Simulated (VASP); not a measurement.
Given:

```yaml
crystal:
  lattice:
    - [0.00000, 2.04000, 2.04000]
    - [2.04000, 0.00000, 2.04000]
    - [2.04000, 2.04000, 0.00000]
  atoms:
    - { symbol: Au, position: [0.00000, 0.00000, 0.00000] }
```

The numbers are results of PBE GGA, VASP's PBE PAW potentials (set 64) (plane waves; VASP), not measurements. Settings: 300 eV cut-off, 18×18×18 Γ-centred mesh, Gaussian smearing of 0.10 eV, potentials Au.

At this cut-off the stress carries a Pulay error, which pulls relaxed volumes low. Unless said otherwise, spin-orbit coupling is left out, though it shifts the bands of the heavy elements here.

Question: Predict the energy per atom (σ→0), pressure, band gap (on the k-mesh) with the smallest direct gap where there is one.

Answer: 
```
Quantity                                                     Value
------------------------  ----------------------------------------
band gap (on the k-mesh)  none (metal, semimetal or under 0.01 eV)
energy per atom (σ→0)                               -3.200 eV/atom
pressure                                                  8.47 GPa
```

The absolute energy has meaning only against runs of the same code, potentials and settings.

The structure is a typed Au crystal (Fm-3m). The cell was not relaxed at this level.
